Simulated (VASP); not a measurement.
# MnO2 (Pyrolusite): input slips in a relaxation and what they do, part 2 of 2

Some relaxations of MnO2 (Pyrolusite) get a fault in the input on purpose. Which of them show, and how? The starting structure is a measured crystal structure from the Crystallography Open Database. The first relaxation on each setting starts from this cell expanded by 3 % in volume.

VASP 6.6.1.

Results so far: reference 9.04 Å³ an atom.

### 4. Relaxation with a smearing far too wide

Level of this step: PBEsol, spin-polarised from an antiferromagnetic start; plane waves and PAW (Mn_pv, O) (VASP).

A slip made on purpose: a smearing far too wide. Against step 2 the input has SIGMA = 2 (also changed: NELM).

Input file INCAR:

```
SYSTEM = MnO2
PREC = Accurate
ENCUT = 520
EDIFF = 1E-06
NELM = 60
ISMEAR = 0
SIGMA = 2
LREAL = .FALSE.
ALGO = Normal
GGA = PS
NBANDS = 34
ISPIN = 2
MAGMOM = 4 -4 0 0 0 0
LASPH = .TRUE.
LMAXMIX = 4
LORBIT = 11
LWAVE = .FALSE.
LCHARG = .FALSE.
KPAR = 8
IBRION = 2
NSW = 50
ISIF = 3
EDIFFG = -0.006
```

Input file POSCAR:

```
MnO2
1.0
    4.4418503570      0.0000000000      0.0000000000
    0.0000000000      4.4418503570      0.0000000000
    0.0000000000      0.0000000000      2.9014473946
Mn O
2 4
Direct
    0.5000000000      0.5000000000      0.5000000000
    0.0000000000      0.0000000000      0.0000000000
    0.8051500000      0.1948500000      0.5000000000
    0.6948500000      0.6948500000      0.0000000000
    0.1948500000      0.8051500000      0.5000000000
    0.3051500000      0.3051500000      0.0000000000
```

Input file KPOINTS:

```
Automatic mesh
0
Gamma
6 6 10
0 0 0
```

PAW data sets: Mn_pv and O (PBE family, release 64).

Run with:

```bash
$ mpirun -np 8 vasp_std
```

Log:

```text
[... set-up lines as in an earlier step ...]
 entering main loop
       N       E                     dE             d eps       ncg     rms          rms(c)
DAV:   1     0.623857889328E+03    0.62386E+03   -0.27904E+04  8336   0.177E+03
DAV:   2    -0.760493082134E+01   -0.63146E+03   -0.58155E+03  8884   0.511E+02
DAV:   3    -0.670891108200E+02   -0.59484E+02   -0.58172E+02  8634   0.168E+02
DAV:   4    -0.683991422279E+02   -0.13100E+01   -0.13035E+01  8954   0.256E+01
[...]
DAV:  16    -0.541524470869E+02   -0.28270E-04   -0.36068E-04  9850   0.162E-01    0.540E-02
DAV:  17    -0.541524505168E+02   -0.34299E-05   -0.74638E-05  8788   0.713E-02    0.122E-02
DAV:  18    -0.541524513976E+02   -0.88079E-06   -0.65169E-06  7372   0.223E-02
   1 F= -.54152451E+02 E0= -.50023092E+02  d E =-.541525E+02  mag=    -0.0000
[... from here on, the cycles between the ionic steps are left out ...]
   2 F= -.54185133E+02 E0= -.50326669E+02  d E =-.326818E-01  mag=     0.0000
   3 F= -.54213894E+02 E0= -.50250786E+02  d E =-.614423E-01  mag=     0.0000
   4 F= -.54224068E+02 E0= -.50252261E+02  d E =-.101738E-01  mag=     0.0000
   5 F= -.54225007E+02 E0= -.50249665E+02  d E =-.111135E-01  mag=     0.0000
   6 F= -.54226168E+02 E0= -.50247848E+02  d E =-.116051E-02  mag=     0.0000
   7 F= -.54226258E+02 E0= -.50246910E+02  d E =-.125056E-02  mag=    -0.0000
   8 F= -.54226111E+02 E0= -.50244990E+02  d E =-.110385E-02  mag=     0.0000
   9 F= -.54226263E+02 E0= -.50246555E+02  d E =-.125617E-02  mag=    -0.0000
  10 F= -.54226265E+02 E0= -.50254683E+02  d E =-.203907E-05  mag=    -0.0000
  11 F= -.54226305E+02 E0= -.50250656E+02  d E =-.413829E-04  mag=    -0.0000
[...]
reached required accuracy - stopping structural energy minimisation
```

Run time: 2 min. Hardware: 8 MPI ranks of Intel Xeon 6975P-C (Granite Rapids), shared host; peak memory 2.7 GiB.

Parts of OUTCAR (step 4):

```text
  Total        0.0030821      0.0030821      0.0105318     -0.0000000      0.0000000      0.0000000
  in kB        0.0895897      0.0895897      0.3061370     -0.0000000      0.0000000      0.0000000
  external PRESSURE =       0.1617721 kB  Pullay stress =       0.0000000 kB

 POSITION                                       TOTAL-FORCE (eV/Angst)
 -----------------------------------------------------------------------------------
      2.21005      2.21005      1.41060        -0.000000      0.000000     -0.000000
      0.00000     -0.00000      0.00000        -0.000000      0.000000     -0.000000
      3.54303      0.87707      1.41060        -0.002988      0.002988     -0.000000
      3.08712      3.08712      0.00000         0.002988      0.002988     -0.000000
      0.87707      3.54303      1.41060         0.002988     -0.002988      0.000000
      1.33298      1.33298      0.00000        -0.002988     -0.002988      0.000000
 -----------------------------------------------------------------------------------
    total drift:                                0.000000      0.000000      0.000000

  FREE ENERGIE OF THE ION-ELECTRON SYSTEM (eV)
  ---------------------------------------------------
  free  energy   TOTEN  =       -54.2263048201 eV

  energy  without entropy=      -46.2750077701  energy(sigma->0) =      -50.25065630

 magnetization (x)
# of ion       s       p       d       tot
------------------------------------------
    1        0.000   0.000   0.000   0.000
    2       -0.000  -0.000  -0.000  -0.000
    3        0.000   0.000   0.000   0.000
    4       -0.000  -0.000   0.000  -0.000
    5        0.000   0.000   0.000   0.000
    6       -0.000  -0.000   0.000  -0.000
--------------------------------------------------
tot          0.000   0.000   0.000   0.000

[... 2 parts as in an earlier step ...]

[... 2 further parts left out ...]
[key lines of the parts left out:]
E-fermi :   5.5312
```

Logs of long relaxations may skip ionic steps without a mark.

With a smearing far too wide the cell ends at 9.186 Å³ an atom, +1.65 % from the reference, with the moments of the reference lost, a by +1.0 % and c by -0.4 %.

### 5. Relaxation with a k mesh far too coarse

A slip made on purpose: a k mesh far too coarse. Against step 2 the input has a 1×1×1 mesh (also changed: NELM, NCORE and KPAR).

INCAR: that of step 4 with these lines changed.

```diff
@@ -6,3 +6,3 @@
 ISMEAR = 0
-SIGMA = 2
+SIGMA = 0.05
 LREAL = .FALSE.
@@ -18,3 +18,3 @@
 LCHARG = .FALSE.
-KPAR = 8
+NCORE = 8
 IBRION = 2
```

POSCAR is that of step 4.

Input file KPOINTS:

```
Automatic mesh
0
Gamma
1 1 1
0 0 0
```

Run with:

```bash
$ mpirun -np 8 vasp_std
```

Log:

```text
[banner, memory and clock lines left out]
running    8 mpi-ranks, on    1 nodes
[...]
[... a notice as in an earlier step ...]

 [... a notice as in an earlier step ...]

 LDA part: xc-table for (Slater+PW92), standard interpolation
 POSCAR, INCAR and KPOINTS ok, starting setup
[...]
entering main loop
       N       E                     dE             d eps       ncg     rms          rms(c)
DAV:   1     0.641836819020E+03    0.64184E+03   -0.27842E+04   136   0.176E+03
DAV:   2     0.375753247950E+01   -0.63808E+03   -0.57910E+03   152   0.510E+02
DAV:   3    -0.610007834007E+02   -0.64758E+02   -0.58650E+02   148   0.169E+02
DAV:   4    -0.632082761860E+02   -0.22075E+01   -0.21961E+01   140   0.287E+01
[...]
DAV:  22    -0.453183718378E+02   -0.10230E-04   -0.10260E-05   136   0.360E-02    0.635E-02
DAV:  23    -0.453183691976E+02    0.26402E-05   -0.98980E-07    76   0.125E-02    0.210E-02
DAV:  24    -0.453183695024E+02   -0.30480E-06   -0.18519E-07    72   0.575E-03
[...]
8 F= -.47643505E+02 E0= -.47643505E+02  d E =-.196668E-02  mag=    -0.0000
   9 F= -.47643668E+02 E0= -.47643668E+02  d E =-.212933E-02  mag=     0.0000
  10 F= -.47643666E+02 E0= -.47643666E+02  d E =-.212780E-02  mag=     0.0000
  11 F= -.47643668E+02 E0= -.47643668E+02  d E =-.213009E-02  mag=     0.0000
  12 F= -.47643812E+02 E0= -.47643812E+02  d E =-.143382E-03  mag=    -0.0000
  13 F= -.47643910E+02 E0= -.47643910E+02  d E =-.241628E-03  mag=    -0.0000
  14 F= -.47644026E+02 E0= -.47644026E+02  d E =-.116051E-03  mag=    -0.0000
  15 F= -.47643949E+02 E0= -.47643949E+02  d E =-.388236E-04  mag=     0.0000
  16 F= -.47644071E+02 E0= -.47644071E+02  d E =-.160487E-03  mag=    -0.0000
  17 F= -.47644072E+02 E0= -.47644072E+02  d E =-.162059E-03  mag=    -0.0000
  18 F= -.47644108E+02 E0= -.47644108E+02  d E =-.358025E-04  mag=    -0.0000
  19 F= -.47644105E+02 E0= -.47644105E+02  d E =-.330769E-04  mag=    -0.0000
  20 F= -.47644106E+02 E0= -.47644106E+02  d E =-.342929E-04  mag=     0.0000
  21 F= -.47644107E+02 E0= -.47644107E+02  d E =-.348857E-04  mag=    -0.0000
  22 F= -.47644107E+02 E0= -.47644107E+02  d E =-.287654E-06  mag=     0.0000
  23 F= -.47644115E+02 E0= -.47644115E+02  d E =-.829502E-05  mag=     0.0000
[...]
reached required accuracy - stopping structural energy minimisation
```

Elapsed: 35 s, on 8 MPI ranks; peak memory 0.88 GiB.

From OUTCAR (step 5):

```text
  Total        0.0031939      0.0031939     -0.0167259     -0.0000000      0.0000000      0.0000000
  in kB        0.0749460      0.0749460     -0.3924741     -0.0000000      0.0000000      0.0000000
  external PRESSURE =      -0.0808607 kB  Pullay stress =       0.0000000 kB

 POSITION                                       TOTAL-FORCE (eV/Angst)
 -----------------------------------------------------------------------------------
      2.52143      2.52143      1.34247        -0.000000      0.000000      0.000000
      0.00000      0.00000      0.00000        -0.000000      0.000000      0.000000
      4.25010      0.79276      1.34247        -0.000842      0.000842      0.000000
      3.31420      3.31420      0.00000         0.000842      0.000842      0.000000
      0.79276      4.25010      1.34247         0.000842     -0.000842      0.000000
      1.72867      1.72867      0.00000        -0.000842     -0.000842     -0.000000
 -----------------------------------------------------------------------------------
    total drift:                                0.000000      0.000000      0.000000

  FREE ENERGIE OF THE ION-ELECTRON SYSTEM (eV)
  ---------------------------------------------------
  free  energy   TOTEN  =       -47.6441152812 eV

  energy  without entropy=      -47.6441152812  energy(sigma->0) =      -47.64411528

 magnetization (x)
# of ion       s       p       d       tot
------------------------------------------
    1        0.035   0.024   2.345   2.404
    2       -0.035  -0.024  -2.345  -2.404
    3        0.008   0.094   0.000   0.102
    4       -0.008  -0.094   0.000  -0.102
    5        0.008   0.094   0.000   0.102
    6       -0.008  -0.094   0.000  -0.102
--------------------------------------------------
tot          0.000   0.000  -0.000  -0.000

[... 1 part as in an earlier step ...]

[... 3 further parts left out ...]
[key lines of the parts left out:]
E-fermi :   3.3096
```

With a k mesh far too coarse the cell ends at 11.380 Å³ an atom, +25.92 % from the reference.

### 6. Relaxation with low precision and a small cutoff

A slip made on purpose: low precision and a small cutoff. Against step 2 the input has PREC = Low and ENCUT = 320 (also changed: NELM).

INCAR: that of step 5 with these lines changed.

```diff
@@ -1,4 +1,4 @@
 SYSTEM = MnO2
-PREC = Accurate
-ENCUT = 520
+PREC = Low
+ENCUT = 320
 EDIFF = 1E-06
@@ -18,3 +18,3 @@
 LCHARG = .FALSE.
-NCORE = 8
+KPAR = 8
 IBRION = 2
```

POSCAR is that of step 5.

Input file KPOINTS:

```
Automatic mesh
0
Gamma
6 6 10
0 0 0
```

Run with:

```bash
$ mpirun -np 8 vasp_std
```

Log:

```text
[... set-up lines as in an earlier step ...]
 entering main loop
       N       E                     dE             d eps       ncg     rms          rms(c)
DAV:   1     0.489314015492E+03    0.48931E+03   -0.21282E+04  8748   0.128E+03
DAV:   2    -0.216094208854E+02   -0.51092E+03   -0.46858E+03  8990   0.419E+02
DAV:   3    -0.647618083326E+02   -0.43152E+02   -0.42551E+02  8526   0.137E+02
DAV:   4    -0.654544806326E+02   -0.69267E+00   -0.69087E+00  8984   0.183E+01
[...]
DAV:  15    -0.508731708913E+02   -0.24231E-05   -0.99452E-05  8572   0.138E-01    0.368E-02
DAV:  16    -0.508731694999E+02    0.13914E-05   -0.32719E-05  8498   0.642E-02    0.169E-02
DAV:  17    -0.508731691285E+02    0.37146E-06   -0.17316E-06  6374   0.204E-02
   1 F= -.50873169E+02 E0= -.50872447E+02  d E =-.508732E+02  mag=     0.0000
[... from here on, the cycles between the ionic steps are left out ...]
   2 F= -.43010358E+02 E0= -.43009267E+02  d E =0.786281E+01  mag=     0.0000
   3 F= -.52053867E+02 E0= -.52053241E+02  d E =-.118070E+01  mag=     0.0000
   4 F= -.52067097E+02 E0= -.52066387E+02  d E =-.119393E+01  mag=     0.0000
   5 F= -.52067852E+02 E0= -.52067114E+02  d E =-.119468E+01  mag=    -0.0000
   6 F= -.52077869E+02 E0= -.52077002E+02  d E =-.100171E-01  mag=    -0.0000
   7 F= -.52097295E+02 E0= -.52096432E+02  d E =-.294435E-01  mag=     0.0000
   8 F= -.52097288E+02 E0= -.52096422E+02  d E =-.294358E-01  mag=    -0.0000
   9 F= -.52098478E+02 E0= -.52097604E+02  d E =-.119012E-02  mag=     0.0000
  10 F= -.52098558E+02 E0= -.52097685E+02  d E =-.127006E-02  mag=    -0.0000
  11 F= -.52098430E+02 E0= -.52097555E+02  d E =0.127561E-03  mag=     0.0000
  12 F= -.52098588E+02 E0= -.52097714E+02  d E =-.305770E-04  mag=    -0.0000
[...]
reached required accuracy - stopping structural energy minimisation
```

Run time: 57 s. Hardware: 8 MPI ranks; peak memory 1.4 GiB; 7.4 min of CPU time.

From OUTCAR (step 6):

```text
  Total        0.0139139      0.0139139      0.0055415      0.0000000      0.0000000      0.0000000
  in kB        0.4458125      0.4458125      0.1775546      0.0000000      0.0000000      0.0000000
  external PRESSURE =       0.3563932 kB  Pullay stress =       0.0000000 kB

 POSITION                                       TOTAL-FORCE (eV/Angst)
 -----------------------------------------------------------------------------------
      2.12303      2.12303      1.38676        -0.000000     -0.000000     -0.000000
      0.00000      0.00000      0.00000        -0.000000     -0.000000     -0.000000
      3.40490      0.84117      1.38676         0.002778     -0.002778     -0.000000
      2.96421      2.96421      0.00000        -0.002778     -0.002778      0.000000
      0.84117      3.40490      1.38676        -0.002778      0.002778     -0.000000
      1.28186      1.28186      0.00000         0.002778      0.002778     -0.000000
 -----------------------------------------------------------------------------------
    total drift:                                0.000000     -0.000000      0.000000

  FREE ENERGIE OF THE ION-ELECTRON SYSTEM (eV)
  ---------------------------------------------------
  free  energy   TOTEN  =       -52.0985882223 eV

  energy  without entropy=      -52.0968401173  energy(sigma->0) =      -52.09771417

 magnetization (x)
# of ion       s       p       d       tot
------------------------------------------
    1       -0.011  -0.018  -2.262  -2.291
    2        0.011   0.018   2.262   2.291
    3        0.001   0.041   0.000   0.042
    4       -0.001  -0.041   0.000  -0.042
    5        0.001   0.041   0.000   0.042
    6       -0.001  -0.041   0.000  -0.042
--------------------------------------------------
tot          0.000   0.000   0.000   0.000

[... 2 parts as in an earlier step ...]

[... 2 further parts left out ...]
[key lines of the parts left out:]
E-fermi :   6.7323
```

With low precision and a small cutoff the cell ends at 8.334 Å³ an atom, -7.79 % from the reference.

### 7. Relaxation with spin polarisation switched off

A slip made on purpose: spin polarisation switched off. Against step 2 the input has no ISPIN and no MAGMOM (also changed: NBANDS and LMAXMIX). This run starts from the cell of an earlier relaxation, which isn't shown; the restart sets up the plane waves anew.

Input file INCAR:

```
SYSTEM = MnO2
PREC = Accurate
ENCUT = 520
EDIFF = 1E-06
NELM = 100
ISMEAR = 0
SIGMA = 0.05
LREAL = .FALSE.
ALGO = Normal
GGA = PS
NBANDS = 31
LASPH = .TRUE.
LORBIT = 11
LWAVE = .FALSE.
LCHARG = .FALSE.
KPAR = 8
IBRION = 2
NSW = 50
ISIF = 3
EDIFFG = -0.006
```

Input file POSCAR:

```
MnO2
1.0
    4.4055544187      0.0000000000      0.0000000000
    0.0000000000      4.4055544187      0.0000000000
    0.0000000000      0.0000000000      2.6771684118
Mn O
2 4
Direct
    0.5000000000      0.5000000000      0.5000000000
    0.0000000000      0.0000000000      0.0000000000
    0.7938455013      0.2061544987      0.5000000000
    0.7061544987      0.7061544987      0.0000000000
    0.2061544987      0.7938455013      0.5000000000
    0.2938455013      0.2938455013      0.0000000000
```

KPOINTS is that of step 6.

Run with:

```bash
$ mpirun -np 8 vasp_std
```

Log:

```text
[... set-up lines as in an earlier step ...]
 entering main loop
       N       E                     dE             d eps       ncg     rms          rms(c)
DAV:   1     0.643263180074E+03    0.64326E+03   -0.28540E+04  3832   0.199E+03
DAV:   2     0.427110036104E+01   -0.63899E+03   -0.59457E+03  4133   0.562E+02
DAV:   3    -0.630849470937E+02   -0.67356E+02   -0.65498E+02  4173   0.185E+02
DAV:   4    -0.648991905349E+02   -0.18142E+01   -0.17684E+01  4435   0.291E+01
[...]
DAV:  14    -0.495145502505E+02    0.11103E-04   -0.49764E-05  3805   0.572E-02    0.338E-02
DAV:  15    -0.495145466279E+02    0.36226E-05   -0.98114E-06  3930   0.202E-02    0.933E-03
DAV:  16    -0.495145459715E+02    0.65644E-06   -0.18054E-06  2610   0.168E-02
   1 F= -.49514546E+02 E0= -.49510264E+02  d E =-.495145E+02
[...]
2 F= -.49514566E+02 E0= -.49510244E+02  d E =-.202936E-04
[...]
3 F= -.49514568E+02 E0= -.49510254E+02  d E =-.217330E-04
[...]
4 F= -.49514592E+02 E0= -.49510246E+02  d E =-.243854E-04
 trial-energy change:   -0.000024  1 .order   -0.000024   -0.000036   -0.000012
 step:   1.3828(harm=  1.3828)  dis= 0.00051  next Energy=   -49.514594 (dE=-0.267E-04)
 reached required accuracy - stopping structural energy minimisation
```

It took 25 s on 8 MPI ranks; peak memory 1.8 GiB.

From OUTCAR (step 7):

```text
  Total       -0.0154689     -0.0154689     -0.0051638      0.0000000      0.0000000      0.0000000
  in kB       -0.4767618     -0.4767618     -0.1591515      0.0000000      0.0000000      0.0000000
  external PRESSURE =      -0.3708917 kB  Pullay stress =       0.0000000 kB

 POSITION                                       TOTAL-FORCE (eV/Angst)
 -----------------------------------------------------------------------------------
      2.20230      2.20230      1.33976        -0.000000      0.000000      0.000000
      0.00000     -0.00000      0.00000        -0.000000      0.000000      0.000000
      3.49705      0.90755      1.33976         0.002049     -0.002049      0.000000
      3.10985      3.10985      2.67951        -0.002049     -0.002049      0.000000
      0.90755      3.49705      1.33976        -0.002049      0.002049      0.000000
      1.29475      1.29475      0.00000         0.002049      0.002049     -0.000000
 -----------------------------------------------------------------------------------
    total drift:                               -0.000000      0.000000      0.000000

  FREE ENERGIE OF THE ION-ELECTRON SYSTEM (eV)
  ---------------------------------------------------
  free  energy   TOTEN  =       -49.5145920899 eV

  energy  without entropy=      -49.5059004276  energy(sigma->0) =      -49.51024626

[... 1 part as in an earlier step ...]

[... 3 further parts left out ...]
[key lines of the parts left out:]
E-fermi :   6.1995
```

With spin polarisation switched off the cell ends at 8.664 Å³ an atom, -4.13 % from the reference, with the moments of the reference lost, a by +0.7 % and c by -5.4 %.

### 8. The runs compared

| run | ended | volume (Å³/atom) | change (%) | pressure left (GPa) | core minutes |
| --- | --- | --- | --- | --- | --- |
| reference | converged | 9.038 | - | -0.06 | 24.3 |
| too few electronic steps | stopped by VASP | - | - | - | 1.41 |
| a smearing far too wide | converged | 9.186 | 1.65 | 0.02 | 16.3 |
| a k mesh far too coarse | converged | 11.38 | 25.92 | -0.01 | 4.67 |
| low precision and a small cutoff | converged | 8.334 | -7.79 | 0.04 | 7.6 |
| spin polarisation switched off | converged | 8.664 | -4.13 | -0.04 | 14.5 |

Core minutes are wall time times ranks, summed over the relaxations behind a row (those for a bulk modulus apart), on shared hosts.

### 9. What came out

```yaml
volume_of_the_reference: 9.038 Å³/atom
volume_against_the_reference_a_smearing_far_too_wide: +1.65 %
volume_against_the_reference_a_k_mesh_far_too_coarse: +25.92 %
volume_against_the_reference_low_precision_and_a_small_cutoff: -7.79 %
volume_against_the_reference_spin_polarisation_switched_off: -4.13 %
run_with_too_few_electronic_steps: stopped by VASP
```

In words: VASP stopped by itself in the run with too few electronic steps. Finished, but with signs in the output that stand out against the reference: a smearing far too wide, with the volume changed by +1.6 %, with the moments of the reference lost, a by +1.0 % and c by -0.4 % (signs: a largest site moment of 0.00 μB against 2.43 μB and a large entropy term in the energy); a k mesh far too coarse, with the volume changed by +25.9 % (signs: 1.8 GPa at the first ionic step (of the first relaxations, not shown; reference: -12.3 GPa)); low precision and a small cutoff, with the volume changed by -7.8 % (signs: -50.1 GPa at the first ionic step (of the first relaxations, not shown; reference: -12.3 GPa) and an energy that rises by up to 1.3 eV an atom on the way); spin polarisation switched off, with the volume changed by -4.1 %, with the moments of the reference lost, a by +0.7 % and c by -5.4 % (signs: no moments, where the reference has up to 2.43 μB and -21.0 GPa at the first ionic step (of the first relaxations, not shown; reference: -12.3 GPa)). The reference was restarted once and some of the runs with a slip weren't, so their cells may not have settled fully. Further runs on this material are not shown.

[Lines on the potential files, build, host, timing and source positions are cut from VASP's logs without a mark.]

[Logs are printed without paths, hosts, clocks, repeated set-up lines and the standing remarks that a program may print on its own settings, such as how far it seeks lower states.]

[Hosts, paths, dates, database ids (printed as entryN), source tags and the programs' standing remarks are cut or masked in the printed files.]
